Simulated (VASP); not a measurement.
Consider the following.

```xyz
4
Lattice="3.5055 0.0000 0.0000 0.0000 3.5055 0.0000 0.0000 0.0000 3.5055" Properties=species:S:1:pos:R:3 pbc="T T T"
Fe     0.0000     0.0000     0.0000
Ni     0.0000     1.7527     1.7527
Ni     1.7527     0.0000     1.7527
Ni     1.7527     1.7527     0.0000
```
Starting moments (μB, in the order of the record's atoms Fe Ni Ni Ni): 2.9 0.7 0.7 0.7.

These are TPSS meta-GGA, VASP's PBE PAW potentials (set 64) (plane waves; VASP) values and carry that method's errors. Settings: 520 eV cut-off, 10×10×10 Γ-centred mesh, tetrahedra with Blöchl corrections, potentials Fe Ni.

The cores are frozen, which limits the accuracy of field gradients.

Q: Give the principal components of the electric field gradient (V/Å²) and the asymmetry η at each nucleus.

A: 
```csv
atom,Vxx,Vyy,Vzz,η
Fe1,0.0,0.0,0.0,-
Ni2,-2.5,-2.5,5.0,0.00
Ni3,-2.5,-2.5,5.0,0.00
Ni4,-2.5,-2.5,5.0,0.00
```

The compound is Ni3Fe in the L1_2 structure. It was relaxed first.
